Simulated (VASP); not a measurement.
Calculation: PBE GGA, VASP's PBE PAW potentials (set 64) (plane waves; VASP).

The input files of a VASP run:

### INCAR
```
! general
SYSTEM  = Ga37N35
PREC    = Normal
ENCUT   = 400
LREAL   = Auto
LASPH   = T
ISYM    = 0
NELECT  = 284.0

! electronic loop
EDIFF   = 1E-5
NELM    = 100
NELMIN  = 4
ALGO    = Fast
LMAXMIX = 4

! smearing
ISMEAR  = 0
SIGMA   = 0.05

! functional
GGA     = PE

! ions
IBRION  = 2
NSW     = 60
ISIF    = 2
EDIFFG  = -0.03

! output
LWAVE   = F
LCHARG  = F
```

### KPOINTS
```
Automatic
0
G
1 1 1
0 0 0
```

**POSCAR**
```
Ga37N35
1
    4.8683178927    -8.4321738171     0.0000000000
    4.8683178927     8.4321738171     0.0000000000
    0.0000000000     0.0000000000    10.5562839806
Ga N
37 35
Direct
  0.2222220000   0.1111110000   0.2500000000
  0.1111110000   0.2222220000   0.0000000000
  0.2222220000   0.1111110000   0.7500000000
  0.1111110000   0.2222220000   0.5000000000
  0.2222220000   0.4444440000   0.2500000000
  0.1111110000   0.5555560000   0.0000000000
  0.2222220000   0.4444440000   0.7500000000
  0.1111110000   0.5555560000   0.5000000000
  0.2222220000   0.7777780000   0.2500000000
  0.1111110000   0.8888890000   0.0000000000
  0.2222220000   0.7777780000   0.7500000000
  0.1111110000   0.8888890000   0.5000000000
  0.5555560000   0.1111110000   0.2500000000
  0.4444440000   0.2222220000   0.0000000000
  0.5555560000   0.1111110000   0.7500000000
  0.4421790000   0.2200230000   0.4968720000
  0.5545870000   0.4384080000   0.2463480000
  0.4444440000   0.5555560000   0.0000000000
  0.5564100000   0.4405510000   0.4431410000
  0.5555560000   0.4444440000   0.7500000000
  0.4491410000   0.5550940000   0.4980370000
  0.5555560000   0.7777780000   0.2500000000
  0.4444440000   0.8888890000   0.0000000000
  0.5555560000   0.7777780000   0.7500000000
  0.4444440000   0.8888890000   0.5000000000
  0.8888890000   0.1111110000   0.2500000000
  0.7777780000   0.2222220000   0.0000000000
  0.8888890000   0.1111110000   0.7500000000
  0.7777780000   0.2222220000   0.5000000000
  0.8888890000   0.4444440000   0.2500000000
  0.7777780000   0.5555560000   0.0000000000
  0.8888890000   0.4444440000   0.7500000000
  0.7825300000   0.5571920000   0.5011580000
  0.8888890000   0.7777780000   0.2500000000
  0.7777780000   0.8888890000   0.0000000000
  0.8888890000   0.7777780000   0.7500000000
  0.7777780000   0.8888890000   0.5000000000
  0.2239110000   0.1170520000   0.4344490000
  0.1111110000   0.2222220000   0.1885000000
  0.2222220000   0.1111110000   0.9385000000
  0.1111110000   0.2222220000   0.6885000000
  0.2174900000   0.4446560000   0.4347650000
  0.1111110000   0.5555560000   0.1885000000
  0.2222220000   0.4444440000   0.9385000000
  0.1111110000   0.5555560000   0.6885000000
  0.2222220000   0.7777780000   0.4385000000
  0.1111110000   0.8888890000   0.1885000000
  0.2222220000   0.7777780000   0.9385000000
  0.1111110000   0.8888890000   0.6885000000
  0.5574610000   0.1172660000   0.4349410000
  0.4427000000   0.2158220000   0.1881800000
  0.5555560000   0.1111110000   0.9385000000
  0.4463350000   0.2261090000   0.6891220000
  0.4454670000   0.5584110000   0.1838370000
  0.5555560000   0.4444440000   0.9385000000
  0.4491910000   0.5598330000   0.6840960000
  0.5534980000   0.7775950000   0.4405040000
  0.4444440000   0.8888890000   0.1885000000
  0.5555560000   0.7777780000   0.9385000000
  0.4444440000   0.8888890000   0.6885000000
  0.8888890000   0.1111110000   0.4385000000
  0.7777780000   0.2222220000   0.1885000000
  0.8888890000   0.1111110000   0.9385000000
  0.7777780000   0.2222220000   0.6885000000
  0.8953500000   0.4457140000   0.4385870000
  0.7788990000   0.5520900000   0.1859780000
  0.8888890000   0.4444440000   0.9385000000
  0.7816760000   0.5610370000   0.6863790000
  0.8840030000   0.7724630000   0.4414520000
  0.7777780000   0.8888890000   0.1885000000
  0.8888890000   0.7777780000   0.9385000000
  0.7777780000   0.8888890000   0.6885000000
```

POTCAR, in this order: Ga N (PBE.64 set). Program: vasp_gam.

Output

File OSZICAR:
```
...
  12 F= -.42976464E+03 E0= -.42976464E+03  d E =-.310243E-01
       N       E                     dE             d eps       ncg     rms          rms(c)
DAV:   1    -0.429764748703E+03   -0.10305E-03   -0.57094E-02   428   0.610E-01    0.474E-02
RMM:   2    -0.429764827919E+03   -0.79216E-04   -0.10686E-03   358   0.718E-02    0.222E-02
RMM:   3    -0.429764836445E+03   -0.85262E-05   -0.18373E-04   382   0.273E-02    0.159E-02
RMM:   4    -0.429764830826E+03    0.56192E-05   -0.29691E-05   238   0.120E-02
  13 F= -.42976483E+03 E0= -.42976483E+03  d E =-.312141E-01
       N       E                     dE             d eps       ncg     rms          rms(c)
DAV:   1    -0.429769747492E+03   -0.49110E-02   -0.37027E+00   358   0.495E+00    0.369E-01
RMM:   2    -0.429775060230E+03   -0.53127E-02   -0.69303E-02   359   0.578E-01    0.169E-01
RMM:   3    -0.429775488688E+03   -0.42846E-03   -0.11171E-02   385   0.212E-01    0.125E-01
RMM:   4    -0.429775167706E+03    0.32098E-03   -0.21778E-03   358   0.101E-01    0.378E-02
RMM:   5    -0.429775185275E+03   -0.17569E-04   -0.48821E-04   403   0.441E-02    0.247E-02
RMM:   6    -0.429775184694E+03    0.58178E-06   -0.19127E-04   359   0.244E-02    0.148E-02
RMM:   7    -0.429775180927E+03    0.37665E-05   -0.25846E-05   245   0.114E-02
  14 F= -.42977518E+03 E0= -.42977518E+03  d E =-.103501E-01
       N       E                     dE             d eps       ncg     rms          rms(c)
DAV:   1    -0.429775229180E+03   -0.44486E-04   -0.30909E-02   428   0.453E-01    0.333E-02
RMM:   2    -0.429775273597E+03   -0.44417E-04   -0.56236E-04   358   0.526E-02    0.159E-02
RMM:   3    -0.429775275842E+03   -0.22451E-05   -0.82256E-05   308   0.188E-02    0.111E-02
RMM:   4    -0.429775273466E+03    0.23761E-05   -0.17791E-05   216   0.912E-03
  15 F= -.42977527E+03 E0= -.42977527E+03  d E =-.104426E-01
       N       E                     dE             d eps       ncg     rms          rms(c)
DAV:   1    -0.429780417289E+03   -0.51414E-02   -0.12902E+00   364   0.284E+00    0.212E-01
RMM:   2    -0.429782091712E+03   -0.16744E-02   -0.22420E-02   358   0.324E-01    0.963E-02
RMM:   3    -0.429782280867E+03   -0.18915E-03   -0.39800E-03   386   0.121E-01    0.694E-02
RMM:   4    -0.429782182528E+03    0.98339E-04   -0.59302E-04   359   0.532E-02    0.220E-02
RMM:   5    -0.429782188924E+03   -0.63963E-05   -0.15327E-04   385   0.242E-02    0.115E-02
RMM:   6    -0.429782189418E+03   -0.49400E-06   -0.29606E-05   249   0.109E-02
  16 F= -.42978219E+03 E0= -.42978219E+03  d E =-.691595E-02
       N       E                     dE             d eps       ncg     rms          rms(c)
DAV:   1    -0.429782209659E+03   -0.20735E-04   -0.59655E-01   380   0.193E+00    0.145E-01
RMM:   2    -0.429782992386E+03   -0.78273E-03   -0.10405E-02   358   0.221E-01    0.658E-02
RMM:   3    -0.429783083903E+03   -0.91516E-04   -0.18715E-03   386   0.826E-02    0.473E-02
RMM:   4    -0.429783040051E+03    0.43852E-04   -0.27993E-04   360   0.365E-02    0.150E-02
RMM:   5    -0.429783043060E+03   -0.30089E-05   -0.69784E-05   311   0.165E-02
  17 F= -.42978304E+03 E0= -.42978304E+03  d E =-.776959E-02
       N       E                     dE             d eps       ncg     rms          rms(c)
DAV:   1    -0.429786930177E+03   -0.38901E-02   -0.69823E-01   358   0.207E+00    0.156E-01
RMM:   2    -0.429787777796E+03   -0.84762E-03   -0.11688E-02   358   0.236E-01    0.741E-02
RMM:   3    -0.429787913226E+03   -0.13543E-03   -0.24435E-03   392   0.895E-02    0.510E-02
RMM:   4    -0.429787868842E+03    0.44384E-04   -0.30602E-04   361   0.380E-02    0.158E-02
RMM:   5    -0.429787873310E+03   -0.44682E-05   -0.81829E-05   317   0.173E-02
  18 F= -.42978787E+03 E0= -.42978787E+03  d E =-.483025E-02
       N       E                     dE             d eps       ncg     rms          rms(c)
DAV:   1    -0.429788532233E+03   -0.66339E-03   -0.40510E-01   380   0.158E+00    0.119E-01
RMM:   2    -0.429789038169E+03   -0.50594E-03   -0.69002E-03   358   0.181E-01    0.573E-02
RMM:   3    -0.429789119208E+03   -0.81039E-04   -0.14455E-03   394   0.688E-02    0.396E-02
RMM:   4    -0.429789093126E+03    0.26082E-04   -0.18115E-04   358   0.293E-02    0.122E-02
RMM:   5    -0.429789095427E+03   -0.23007E-05   -0.45174E-05   260   0.132E-02
  19 F= -.42978910E+03 E0= -.42978910E+03  d E =-.605237E-02
       N       E                     dE             d eps       ncg     rms          rms(c)
DAV:   1    -0.429791671080E+03   -0.25780E-02   -0.56756E-01   358   0.193E+00    0.149E-01
RMM:   2    -0.429792497848E+03   -0.82677E-03   -0.10799E-02   358   0.229E-01    0.670E-02
RMM:   3    -0.429792582525E+03   -0.84677E-04   -0.18568E-03   389   0.847E-02    0.490E-02
RMM:   4    -0.429792535750E+03    0.46775E-04   -0.29903E-04   358   0.383E-02    0.151E-02
RMM:   5    -0.429792537824E+03   -0.20743E-05   -0.66123E-05   308   0.171E-02
  20 F= -.42979254E+03 E0= -.42979254E+03  d E =-.344240E-02
       N       E                     dE             d eps       ncg     rms          rms(c)
DAV:   1    -0.429792748941E+03   -0.21319E-03   -0.76151E-02   428   0.708E-01    0.560E-02
RMM:   2    -0.429792870964E+03   -0.12202E-03   -0.15330E-03   359   0.869E-02    0.260E-02
RMM:   3    -0.429792882726E+03   -0.11763E-04   -0.25842E-04   388   0.320E-02    0.189E-02
RMM:   4    -0.429792876432E+03    0.62941E-05   -0.46505E-05   299   0.150E-02
  21 F= -.42979288E+03 E0= -.42979288E+03  d E =-.378101E-02
       N       E                     dE             d eps       ncg     rms          rms(c)
DAV:   1    -0.429793988419E+03   -0.11057E-02   -0.25427E-01   358   0.128E+00    0.104E-01
RMM:   2    -0.429794349904E+03   -0.36149E-03   -0.49022E-03   359   0.155E-01    0.477E-02
RMM:   3    -0.429794381440E+03   -0.31536E-04   -0.79975E-04   391   0.575E-02    0.338E-02
RMM:   4    -0.429794357551E+03    0.23889E-04   -0.14503E-04   357   0.265E-02    0.107E-02
RMM:   5    -0.429794358236E+03   -0.68459E-06   -0.29738E-05   237   0.118E-02
  22 F= -.42979436E+03 E0= -.42979436E+03  d E =-.148180E-02
       N       E                     dE             d eps       ncg     rms          rms(c)
DAV:   1    -0.429794374803E+03   -0.17251E-04   -0.86128E-03   428   0.237E-01    0.201E-02
RMM:   2    -0.429794390316E+03   -0.15514E-04   -0.19160E-04   358   0.311E-02    0.975E-03
RMM:   3    -0.429794391406E+03   -0.10897E-05   -0.27962E-05   244   0.114E-02    0.685E-03
RMM:   4    -0.429794390740E+03    0.66584E-06   -0.64856E-06   211   0.551E-03
  23 F= -.42979439E+03 E0= -.42979439E+03  d E =-.151431E-02
       N       E                     dE             d eps       ncg     rms          rms(c)
DAV:   1    -0.429794670222E+03   -0.27882E-03   -0.16699E-01   358   0.105E+00    0.804E-02
RMM:   2    -0.429794900767E+03   -0.23054E-03   -0.30792E-03   358   0.123E-01    0.362E-02
RMM:   3    -0.429794925013E+03   -0.24247E-04   -0.51667E-04   388   0.458E-02    0.265E-02
RMM:   4    -0.429794909740E+03    0.15273E-04   -0.89574E-05   355   0.207E-02    0.915E-03
RMM:   5    -0.429794910123E+03   -0.38271E-06   -0.20630E-05   223   0.985E-03
  24 F= -.42979491E+03 E0= -.42979491E+03  d E =-.519383E-03
       N       E                     dE             d eps       ncg     rms          rms(c)
DAV:   1    -0.429794916374E+03   -0.66336E-05   -0.19330E-03   420   0.112E-01    0.839E-03
RMM:   2    -0.429794918243E+03   -0.18690E-05   -0.30620E-05   246   0.121E-02    0.350E-03
RMM:   3    -0.429794918317E+03   -0.73935E-07   -0.41766E-06   198   0.462E-03    0.211E-03
RMM:   4    -0.429794918203E+03    0.11446E-06   -0.61827E-07   110   0.202E-03
  25 F= -.42979492E+03 E0= -.42979492E+03  d E =-.527462E-03
```

**OUTCAR**
```
------------------------ aborting loop because EDIFF is reached ----------------------------------------
  FORCE on cell =-STRESS in cart. coord.  units (eV):
  Direction    XX          YY          ZZ          XY          YZ          ZX
  --------------------------------------------------------------------------------------
  Total      -13.4425178    -13.3004712     -2.6877352     -0.0208252     -0.1324807      0.3075156
  in kB      -24.8503016    -24.5877092     -4.9686398     -0.0384982     -0.2449085      0.5684839
  external PRESSURE =     -18.1355502 kB  Pullay stress =       0.0000000 kB
  volume of cell :      866.68
      direct lattice vectors                 reciprocal lattice vectors
     4.868317893 -8.432173817  0.000000000     0.102704879 -0.059296690  0.000000000
     4.868317893  8.432173817  0.000000000     0.102704879  0.059296690  0.000000000
     0.000000000  0.000000000 10.556283981     0.000000000  0.000000000  0.094730305
  FREE ENERGIE OF THE ION-ELECTRON SYSTEM (eV)
  ---------------------------------------------------
  free  energy   TOTEN  =      -429.7949182025 eV

  energy  without entropy=     -429.7949182025  energy(sigma->0) =     -429.79491820

 reached required accuracy - stopping structural energy minimisation
```
(Selected blocks of OUTCAR.)

### CONTCAR
```
Ga37N35
   1.00000000000000
     4.8683178927000004   -8.4321738171000007    0.0000000000000000
     4.8683178927000004    8.4321738171000007    0.0000000000000000
     0.0000000000000000    0.0000000000000000   10.5562839805999999
  Ga              N
    37    35
Direct
     0.2242006837360001    0.1115524140153476    0.2452833814546940
     0.1094975049019643    0.2213669512532094    0.0020818544439424
     0.2153281446189558    0.1081004987259131    0.7540635169752311
     0.1097315592873340    0.2216124313725898    0.5011009015386313
     0.2244585535149555    0.4455530318442574    0.2453881666614645
     0.1118180937795099    0.5563771236264640    0.0024627686430478
     0.2154594126134690    0.4408527655339489    0.7541332208879138
     0.1118681081263148    0.5568388723814985    0.4994795548294867
     0.2220849463811785    0.7774213286462682    0.2490758596457610
     0.1116701590816093    0.8885696021714604    0.0024174595181637
     0.2228408356754109    0.7781940716990855    0.7511893548266051
     0.1118506590098090    0.8882480542768020    0.4994876684206799
     0.5539535493933051    0.1116224983342502    0.2453052056855272
     0.4408103026702961    0.2149845842194044    0.9886258900087621
     0.5599860877191559    0.1080766349913250    0.7541284019565359
     0.4266992754950153    0.1863122898316527    0.5224887012988317
     0.5542563573904976    0.4431474903343440    0.2012281391409112
     0.4410847298067467    0.5589853637141206    0.9887319585260707
     0.5590203509649182    0.4457533555951258    0.4127203487825142
     0.5562772867272613    0.4448696055473551    0.7516834226039606
     0.4270306831683512    0.5733889017861051    0.5223967628040564
     0.5541815498692013    0.7752145742919706    0.2453165760144664
     0.4438645424092617    0.8885293962991333    0.0022778139300085
     0.5599927867115665    0.7853725086860132    0.7542467134947151
     0.4437067755514775    0.8884048423992212    0.4994734654219229
     0.8888171388122050    0.1109683224957720    0.2504975626620501
     0.7786781069991959    0.2212657858852133    0.0023443819296133
     0.8893194854360551    0.1115042457594125    0.7513687367187143
     0.7790534068674113    0.2218298491719810    0.5013108776323980
     0.8876189161443102    0.4456409064756101    0.2454532064711299
     0.7845275338111257    0.5589377930369478    0.9889716680573423
     0.8933104595518232    0.4408609331923171    0.7551858152210033
     0.8140599480562999    0.5737950821295942    0.5247421648195049
     0.8875919185462913    0.7750021704919154    0.2454320594132911
     0.7788243719343519    0.8908517505197380    0.0022962531877120
     0.8932639831261352    0.7861636137207569    0.7551012155563519
     0.7790482638180285    0.8906936896357306    0.5013596118157290
     0.2242161884090696    0.1131334379813393    0.4370441037213555
     0.1112369308935322    0.2220648262585455    0.1906338759637035
     0.2168323157893293    0.1083716384525846    0.9384097942113693
     0.1108419453197197    0.2222293121020781    0.6874746672133550
     0.2243617798091229    0.4444655032768173    0.4371501921957197
     0.1108573643946240    0.5552697704044365    0.1905440601386975
     0.2170784376675917    0.4417698814494637    0.9385250443060834
     0.1119794861196831    0.5564427871786234    0.6864402647470929
     0.2225721472089400    0.7779018882860074    0.4379158473998219
     0.1108160648241908    0.8883031015440489    0.1904541768254169
     0.2224646283899796    0.7778829837620928    0.9388749643330551
     0.1118997124996932    0.8890397114686561    0.6863986543655881
     0.5560655704728522    0.1131835169706862    0.4370482382889501
     0.4389378557403492    0.2114527039643516    0.1735665356905178
     0.5583763697823495    0.1085352511518108    0.9384763626397569
     0.4422875607399310    0.2173594196494392    0.7017116920697931
     0.4393607198143495    0.5601386642306377    0.1738714291410997
     0.5554834007344899    0.4442288464337261    0.9392509223742026
     0.4423916987446976    0.5584441587045211    0.7018512192420799
     0.5561530368788440    0.7761384881545034    0.4370645774586589
     0.4442133751396170    0.8884594795759341    0.1902950907945413
     0.5584883921876360    0.7830388985606821    0.9386289173768437
     0.4445515878328037    0.8889683581297422    0.6863679695255275
     0.8891841134903530    0.1113468859606400    0.4387335735306255
     0.7774763992920403    0.2221346441821715    0.1908352176256707
     0.8890266478631762    0.1112429967960772    0.9391114098615303
     0.7787293977344767    0.2224883071260682    0.6877007178294980
     0.8869077462126302    0.4446575121436724    0.4373771857931450
     0.7866907204635267    0.5598751318677304    0.1741581027779158
     0.8917665855298910    0.4418369094828641    0.9393916589709914
     0.7843758691260495    0.5590385163530204    0.7039935244703671
     0.8869239966878233    0.7756687659675958    0.4373194228578508
     0.7776193745273640    0.8885398514779389    0.1908050294228724
     0.8917139081989223    0.7832570308683885    0.9393248269613313
     0.7787161997735625    0.8899874859912418    0.6877460688761560
```

At this cut-off the stress carries a Pulay error, which pulls relaxed volumes low. The cell is charged, with a uniform compensating background. The supercell is sampled at Γ alone, which is coarse: total energies, pressure and levels can be off, energies of defects by several tenths of an eV.

The cell is a supercell with a defect, built from GaN (wurtzite): Ga_N, charge +2. The run is not spin-polarised, so no state with unpaired spins was tried.
